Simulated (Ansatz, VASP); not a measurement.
# ZrSi3 in two plane-wave programs, part 2 of 2

One calculation is typed for both programs; each brings its own data sets. How far apart do they land? The cell is generated by rule, not measured, and may not be a known phase. The cell is taken from a series of runs on this material, whose earlier steps may have relaxed, scaled, displaced or heated it; both programs get it as it stands.

VASP 6.6.1 and Ansatz 0.2.0.

So far: Starting point; VASP: relaxation of cell and atoms, LDA; Ansatz: relaxation of cell and atoms, LDA; Differences.

## (5) VASP: zone-centre phonons, LDA

Level of this step: LDA; plane waves and PAW (Zr_sv, Si); invented cell (VASP).

Second derivatives magnify differences that forces hide, and they need a tight electronic threshold.

INCAR reads:

```
SYSTEM = ZrSi3
PREC = Accurate
ENCUT = 500
EDIFF = 1E-08
NELM = 120
ISMEAR = -1
SIGMA = 0.27211
LREAL = .FALSE.
ALGO = Normal
GGA = CA
NBANDS = 18
LASPH = .TRUE.
LORBIT = 11
LWAVE = .FALSE.
LCHARG = .FALSE.
ISIF = 2
IBRION = 8
GGA_COMPAT = .FALSE.
KPAR = 2
```

POSCAR reads:

```
ZrSi3
1.0
    3.9343983309      0.0000000000      0.0000000000
    0.0000000000      3.9343983309      0.0000000000
    0.0000000000      0.0000000000      3.9343983309
Zr Si
1 3
Direct
    0.0000000000      0.0000000000      0.0000000000
    0.0000000000      0.5000000000      0.5000000000
    0.5000000000      0.0000000000      0.5000000000
    0.5000000000      0.5000000000      0.0000000000
```

KPOINTS reads:

```
Automatic mesh
0
Gamma
8 8 8
0 0 0
```

The projector-augmented-wave data sets are Zr_sv and Si (LDA family, release 64).

Started as:

```
$ mpirun -np 2 vasp_std
```

Numbers of over 12 decimals in the logs are rounded to 6 here.

Output:

```text
[... set-up lines as in an earlier step ...]
 entering main loop
       N       E                     dE             d eps       ncg     rms          rms(c)
DAV:   1     0.112635591731E+03    0.11264E+03   -0.11538E+04  1260   0.120E+03
DAV:   2    -0.228172564278E+02   -0.13545E+03   -0.13287E+03  1532   0.269E+02
DAV:   3    -0.290544108346E+02   -0.62372E+01   -0.61230E+01  2112   0.469E+01
DAV:   4    -0.292229836167E+02   -0.16857E+00   -0.16827E+00  1646   0.669E+00
[...]
DAV:  11    -0.283350558724E+02    0.78813E-05   -0.24330E-05  1556   0.421E-02    0.448E-03
DAV:  12    -0.283350558127E+02    0.59724E-07   -0.14141E-06  1686   0.844E-03    0.994E-04
DAV:  13    -0.283350558147E+02   -0.20864E-08   -0.47649E-08  1598   0.139E-03
   1 F= -.28335056E+02 E0= -.28098382E+02  d E =-.473347E+00
 Linear response reoptimize wavefunctions to high precision
DAV:   1    -0.283350558149E+02   -0.12005E-09   -0.21102E-09  1098   0.271E-04
DAV:   2    -0.283350558149E+02    0.45475E-11   -0.29570E-10   752   0.955E-05
 Linear response DOF=           3
 Linear response progress:
[...]
RMM:  12    -0.197381743189E-01   -0.51588E-07    0.17467E-07  5917   0.155E-04    0.238E-06
RMM:  13    -0.197381587077E-01    0.15611E-07   -0.48041E-08  6189   0.104E-04    0.420E-06
RMM:  14    -0.197381649826E-01   -0.62749E-08    0.44864E-08  6024   0.773E-05    0.184E-06
 first order change of Fermi-energy  -0.27605E-04
 force on displaced ion       2 direction 1 :   0.396   0.000  -0.000
 Linear response progress:
  Degree of freedom:   3/  3
       N       E                     dE             d eps       ncg     rms          rms(c)
RMM:   1    -0.249648000182E-01   -0.24965E-01   -0.99929E-04 10788   0.923E-01
RMM:   2    -0.207358161615E-01    0.42290E-02   -0.23583E-03  8201   0.253E-01    0.731E-02
RMM:   3    -0.208186219948E-01   -0.82806E-04   -0.55947E-04  8109   0.105E-01    0.371E-02
RMM:   4    -0.209707222633E-01   -0.15210E-03   -0.14865E-04  8791   0.497E-02    0.134E-02
[...]
RMM:  12    -0.210169123340E-01   -0.39131E-07    0.25405E-07 10391   0.145E-04    0.521E-06
RMM:  13    -0.210169099409E-01    0.23931E-08    0.15535E-07 10513   0.979E-05    0.125E-06
RMM:  14    -0.210169117789E-01   -0.18380E-08    0.17136E-08 10374   0.706E-05    0.663E-07
 first order change of Fermi-energy  -0.70235E-05
 force on displaced ion       2 direction 2 :   0.000  -6.287   0.000
 Linear response finished
```

From OUTCAR (step 5):

```text
  Total        0.0263461      0.0263461      0.0263461      0.0000000      0.0000000      0.0000000
  in kB        0.6930928      0.6930928      0.6930928      0.0000000      0.0000000      0.0000000
  external PRESSURE =       0.6930928 kB  Pullay stress =       0.0000000 kB

 POSITION                                       TOTAL-FORCE (eV/Angst)
 -----------------------------------------------------------------------------------
      0.00000      0.00000      0.00000         0.000000      0.000000      0.000000
      0.00000      1.96720      1.96720         0.000000      0.000000      0.000000
      1.96720      0.00000      1.96720         0.000000      0.000000      0.000000
      1.96720      1.96720      0.00000         0.000000      0.000000      0.000000
 -----------------------------------------------------------------------------------
    total drift:                                0.000000     -0.000000      0.000000

[... 1 part as in an earlier step ...]

[... 1 further part left out ...]
```

## (6) Ansatz: zone-centre phonons, LDA

The same cell, functional (in two slightly different forms), mesh and smearing now go to Ansatz, which takes its cutoff from its data sets.

The cell is taken from a series of runs on this material, whose earlier steps may have relaxed, scaled, displaced or heated it; both programs get it as it stands.

input.yaml reads:

```yaml
crystal:
  lattice:
    - [3.9343983309, 0.0, 0.0]
    - [0.0, 3.9343983309, 0.0]
    - [0.0, 0.0, 3.9343983309]
  atoms:
    - { symbol: Zr, position: [0.0, 0.0, 0.0] }
    - { symbol: Si, position: [0.0, 0.5, 0.5] }
    - { symbol: Si, position: [0.5, 0.0, 0.5] }
    - { symbol: Si, position: [0.5, 0.5, 0.0] }
kpoints:
  mp_grid: { grid: [8, 8, 8] }
hamiltonian:
  xc: lda
scf:
  occupations: { method: fermi_dirac, width: 0.27211 }
output:
  eigenvalues: true
phonons:
  method: dfpt
```

Started as:

```
$ ansatz run input.yaml --threads 4 --pin off --max-ram 8192MiB --backend cpu --events-out ev --progress --plain --runs-dir out
```

Output:

```text
band count auto-derived: 17 (N_el = 24.0; filled up to band 12; 16 by the electrons, moments and atoms)
zone centre: on kpoints.mp_grid the ground state, and the responses unless they are solved on pairs of k-points, stand on 125 of the mesh's 512 k-points, reduced under 8 symmetry operations, with k and −k counted as one. Each operation leaves every solved displacement unchanged or reverses it
[...]
k mesh reduced under 8 symmetry operations, with k and −k counted as one. Each operation leaves every solved displacement unchanged or reverses it
  ASR residual: 1.324e-3 → 0.000e0 eV/Å²; symmetrization residual: 2.357e-6 eV/Å²
  ASR residual per site (eV/Å²): 1.32e-3 4.92e-5 4.92e-5 4.92e-5
  Γ frequencies (cm⁻¹): -92.72 -92.72 -92.72 0.00 0.00 0.00 256.11 256.11 256.11 283.00 283.00 283.00
  non-analytic LO–TO correction: not included (Born effective charges unavailable; polar crystals: no LO–TO splitting at Γ)
[key lines of the parts left out:]
SCF converged after 8 iterations
Free energy (F): -5904.572596 eV
Fermi energy:    13.252633 eV
```

## (7) Side by side

Compared:

```
                                                   quantity  Ansatz   VASP  difference
optical mode 1 to 3 (imaginary, printed as negative) (cm⁻¹)   -92.7  -92.4        -0.3
                                 optical mode 4 to 6 (cm⁻¹)   256.1  257.8     -0.65 %
                                 optical mode 7 to 9 (cm⁻¹)   283.0  286.5     -1.23 %
```

Modes are paired by rising frequency, not by their patterns, so a pair may set unlike modes beside each other; they are those without the splitting of longitudinal modes.

## (8) Outcome

```
difference in volume (relaxation of cell and atoms, LDA)                                                          : -0.13 %
r.m.s. difference of the optical zone-centre modes, each program's sorted by frequency (zone-centre phonons, LDA) : 2.3 cm⁻¹
difference in optical mode 7 to 9 (zone-centre phonons, LDA)                                                      : -1.2 %
```

What this shows: The difference in volume is -0.13 % (relaxation of cell and atoms, LDA), within the 1.2 % picked in this series as the mark of a large difference, as far as the stopping tolerances let one tell. Among the rows given in per cent, the largest difference of the zone-centre phonons, LDA pair is in optical mode 7 to 9, -1.2 %. 1 further run of this series is not shown here. Such differences can come from data sets, numerical settings and the points named under the comparisons, not from the functional's error against experiment.

[Lines on the potential files, build, host, timing and source positions are cut from VASP's logs without a mark.]

[Logs are printed without paths, hosts, clocks, repeated set-up lines and the standing remarks that a program may print on its own settings, such as how far it seeks lower states.]

[Hosts, paths, dates, database ids (printed as entryN), source tags and the programs' standing remarks are cut or masked in the printed files.]
